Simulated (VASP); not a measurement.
Input:

```yaml
crystal:
  lattice:
    - [3.80580, 0.00000, 0.00000]
    - [-1.90290, 3.29592, 0.00000]
    - [0.00000, 0.00000, 6.23798]
  atoms:
    - { symbol: Zn, position: [0.33333, 0.66667, 0.00014] }
    - { symbol: Zn, position: [0.66667, 0.33333, 0.50014] }
    - { symbol: S, position: [0.33333, 0.66667, 0.37486] }
    - { symbol: S, position: [0.66667, 0.33333, 0.87486] }
```

Computed with PBE GGA, VASP's PBE PAW potentials (set 64) (plane waves; VASP). Run with PREC = Normal, 500 eV cut-off, 5×5×4 Γ-centred mesh, Gaussian smearing of 0.010 eV, potentials Zn_sv_GW S_GW.

Give the stress tensor in GPa (positive for a compressed cell).

```
1.53  0.00  0.00
0.00  1.53  0.00
0.00  0.00  1.52
```
The pressure is its mean diagonal, 1.53 GPa.

The structure comes from a computed database's ZnS entry (P6_3mc); how it stands against other phases isn't given here. The cell was not relaxed at this level.
